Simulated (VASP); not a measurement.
AgB2:

```
Ag B
1.0
     3.00000    0.00000    0.00000
    -1.50000    2.59808    0.00000
     0.00000    0.00000    3.24000
Ag B
1 2
Cartesian
  0.0000 0.0000 0.0000
  1.5000 0.8660 1.6200
  0.0000 1.7321 1.6200
```

```yaml
Program: VASP 6.6.1
Task: relaxation of cell and atoms
Functional: PBEsol
Potentials_or_basis: VASP PAW PBE potentials, release 64 (Ag, B)
Cutoff: 600 eV
k_mesh: 10 × 10 × 8
Occupations: fermi-dirac, width 0.05 eV
Spin: no spin polarisation
```

At the start: pressure 46.8 GPa; volume 8.42 Å³/atom.

Q: Where does the relaxation end?

A: Over 9 steps the energy falls by 336.8 meV/atom and the volume is 10.32 Å³/atom (+22.6 %); space group P6/mmm (No. 191, to 0.05 Å).

Step by step:
```
step  energy change (eV)  largest force (eV/Å)  pressure (GPa)  volume (Å³)
   1              0.0000                0.0000           46.78        25.25
   2             -0.4646                0.0000          -20.13        35.29
   3             -0.7421                0.0000           -3.51        30.76
   4             -0.9299                0.0000           -1.23        30.66
   5             -0.9574                0.0000            6.91        30.20
   6             -1.0051                0.0000            2.30        30.46
   7             -1.0057                0.0000            2.78        30.43
   8             -1.0088                0.0000           -1.62        31.29
   9             -1.0104                0.0000            0.04        30.97
```

Final structure:
```yaml
crystal:
  lattice:
    - [3.00280, 0.00000, 0.00000]
    - [-1.50140, 2.60050, 0.00000]
    - [0.00000, 0.00000, 3.96591]
  atoms:
    - { symbol: Ag, position: [0.00000, 0.00000, 0.00000] }
    - { symbol: B, position: [0.66667, 0.33333, 0.50000] }
    - { symbol: B, position: [0.33333, 0.66667, 0.50000] }
```

Caveat: the volume moved by over 15 % at a fixed basis, so the end points are rough; the PAW data sets were made with another functional, which shifts forces and pressure a little.
